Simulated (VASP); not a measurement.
Level of theory: PBEsol GGA, VASP's PBE PAW potentials (set 64) (plane waves; VASP).

A VASP calculation is set up with these files.

### KPOINTS
```
Automatic mesh
0
Gamma
10 10 10
0 0 0
```

INCAR:
```
! general
SYSTEM   =  SrO
PREC     =  Accurate
ENCUT    =  520   ! plane-wave cut-off (eV)
LREAL    =  .FALSE.   ! projection in real space or not
LASPH    =  .TRUE.

! electronic loop
EDIFF    =  1E-7   ! SCF stop (eV)
NELM     =  100   ! most electronic steps
ALGO     =  Normal   ! blocked Davidson
LMAXMIX  =  4

! smearing
ISMEAR   =  -5

! functional
GGA      =  PS

! ions
ISIF     =  2   ! forces and stress, cell fixed

! output
LWAVE    =  .FALSE.
LCHARG   =  .TRUE.
LORBIT   =  11
NEDOS    =  601
```

File POSCAR:
```
SrO
1
   -0.0000000000     2.5669795707     2.5669795707
    2.5669795707     0.0000000000     2.5669795707
    2.5669795707     2.5669795707    -0.0000000000
Sr O
1 1
Direct
  0.0000000000   0.0000000000   0.0000000000
  0.5000000000   0.5000000000   0.5000000000
```

POTCAR, in this order: Sr_sv O (PBE.64 set). Program: vasp_std.

The resulting files:

**OUTCAR**
```
 ion  position               nearest neighbor table
   1  0.000  0.000  0.000-   2 2.57   2 2.57   2 2.57   2 2.57   2 2.57   2 2.57
   2  0.500  0.500  0.500-   1 2.57   1 2.57   1 2.57   1 2.57   1 2.57   1 2.57
  LATTYP: Found a face centered cubic cell.
 ALAT       =     5.1339591414
 Subroutine PRICEL returns:
 Original cell was already a primitive cell.
 Subroutine GETGRP returns: Found 48 space group operations
The static configuration has the point symmetry O_h .
The dynamic configuration has the point symmetry O_h .
 Subroutine INISYM returns: Found 48 space group operations
 Subroutine IBZKPT returns following result:
 Found     47 irreducible k-points:

 Following reciprocal coordinates:
            Coordinates               Weight
  0.000000  0.000000  0.000000      1.000000
  0.100000  0.000000  0.000000      8.000000
  0.200000  0.000000  0.000000      8.000000
  0.300000  0.000000  0.000000      8.000000
  0.400000  0.000000  0.000000      8.000000
  0.500000  0.000000  0.000000      4.000000
  0.100000  0.100000  0.000000      6.000000
  0.200000  0.100000  0.000000     24.000000
  0.300000  0.100000  0.000000     24.000000
  0.400000  0.100000  0.000000     24.000000
  0.500000  0.100000  0.000000     24.000000
 -0.400000  0.100000  0.000000     24.000000
 -0.300000  0.100000  0.000000     24.000000
 -0.200000  0.100000  0.000000     24.000000
 -0.100000  0.100000  0.000000     12.000000
  0.200000  0.200000  0.000000      6.000000
  0.300000  0.200000  0.000000     24.000000
  0.400000  0.200000  0.000000     24.000000
  0.500000  0.200000  0.000000     24.000000
 -0.400000  0.200000  0.000000     24.000000
 -0.300000  0.200000  0.000000     24.000000
 -0.200000  0.200000  0.000000     12.000000
  0.300000  0.300000  0.000000      6.000000
  0.400000  0.300000  0.000000     24.000000
...
```

**OSZICAR**
```
       N       E                     dE             d eps       ncg     rms          rms(c)
DAV:   1     0.766413503652E+02    0.76641E+02   -0.89028E+03  1136   0.131E+03
DAV:   2    -0.109640187650E+02   -0.87605E+02   -0.80405E+02  1520   0.254E+02
DAV:   3    -0.145041442939E+02   -0.35401E+01   -0.35144E+01  1468   0.498E+01
DAV:   4    -0.146137404234E+02   -0.10960E+00   -0.10955E+00  1532   0.789E+00
DAV:   5    -0.146161000586E+02   -0.23596E-02   -0.23596E-02  1520   0.849E-01    0.176E+01
DAV:   6    -0.127856227143E+02    0.18305E+01   -0.91845E+00  1300   0.229E+01    0.208E+01
DAV:   7    -0.126633576423E+02    0.12227E+00   -0.54143E-01  1400   0.663E+00    0.120E+01
DAV:   8    -0.126394388003E+02    0.23919E-01   -0.13839E-01  1192   0.409E+00    0.784E-01
DAV:   9    -0.126394387815E+02    0.18784E-07   -0.11269E-02  1656   0.886E-01    0.217E-01
DAV:  10    -0.126397035007E+02   -0.26472E-03   -0.72552E-04  1244   0.275E-01    0.698E-02
DAV:  11    -0.126397729700E+02   -0.69469E-04   -0.94623E-05  1312   0.889E-02    0.344E-02
DAV:  12    -0.126397802774E+02   -0.73074E-05   -0.99122E-06  1612   0.303E-02    0.181E-02
DAV:  13    -0.126397795941E+02    0.68326E-06   -0.17449E-06  1372   0.147E-02    0.241E-03
DAV:  14    -0.126397794923E+02    0.10180E-06   -0.20365E-07  1172   0.416E-03    0.157E-03
DAV:  15    -0.126397794115E+02    0.80809E-07   -0.17364E-08   688   0.124E-03
   1 F= -.12639779E+02 E0= -.12639779E+02  d E =0.000000E+00
```

**OUTCAR**
```
------------------------ aborting loop because EDIFF is reached ----------------------------------------
  FORCE on cell =-STRESS in cart. coord.  units (eV):
  Direction    XX          YY          ZZ          XY          YZ          ZX
  --------------------------------------------------------------------------------------
  Total       -0.0008748     -0.0008748     -0.0008748     -0.0000000      0.0000000     -0.0000000
  in kB       -0.0414291     -0.0414291     -0.0414291     -0.0000000      0.0000000     -0.0000000
  external PRESSURE =      -0.0414291 kB  Pullay stress =       0.0000000 kB
  volume of cell :       33.83
      direct lattice vectors                 reciprocal lattice vectors
     0.000000000  2.566979571  2.566979571    -0.194781449  0.194781449  0.194781449
     2.566979571  0.000000000  2.566979571     0.194781449 -0.194781449  0.194781449
     2.566979571  2.566979571  0.000000000     0.194781449  0.194781449 -0.194781449
  FREE ENERGIE OF THE ION-ELECTRON SYSTEM (eV)
  ---------------------------------------------------
  free  energy   TOTEN  =       -12.6397794115 eV

  energy  without entropy=      -12.6397794115  energy(sigma->0) =      -12.63977941

 total charge

# of ion       s       p       d       tot
------------------------------------------
    1        2.016   5.783   0.263   8.062
    2        1.548   3.403   0.000   4.951
--------------------------------------------------
tot          3.564   9.186   0.263  13.013
```
(Selected blocks of OUTCAR.)

The compound is SrO in the rock salt structure. It was relaxed first.
